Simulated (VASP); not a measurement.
Consider the following.

```yaml
crystal:
  lattice:
    - [4.48618, 0.00000, 0.00000]
    - [0.00000, 4.48618, 0.00000]
    - [0.00000, 0.00000, 3.16238]
  atoms:
    - { symbol: Ir, position: [0.00000, 0.00000, 0.00000] }
    - { symbol: Ir, position: [0.50000, 0.50000, 0.50000] }
    - { symbol: O, position: [0.30868, 0.30868, 0.00000] }
    - { symbol: O, position: [0.80868, 0.19132, 0.50000] }
    - { symbol: O, position: [0.19132, 0.80868, 0.50000] }
    - { symbol: O, position: [0.69132, 0.69132, 0.00000] }
```

The numbers are results of PBEsol GGA, VASP's PBE PAW potentials (set 64) (plane waves; VASP), not measurements. Settings: 520 eV cut-off, 6×6×9 Γ-centred mesh, first-order Methfessel-Paxton smearing of 0.10 eV, potentials Ir O.

Unless said otherwise, spin-orbit coupling is left out, though it shifts the bands of the heavy elements here.

Task: Estimate the energy per atom (σ→0), band gap (on the k-mesh) with the smallest direct gap where there is one.

Result: 
The band gap (on the k-mesh) comes out as none (metal, semimetal or under 0.01 eV) and the energy per atom (σ→0) is -7.593 eV/atom.

Only differences to runs with the same potentials and settings are physical.

The compound is IrO2 in the rutile structure. It was relaxed first. The start is the result of an earlier pass.
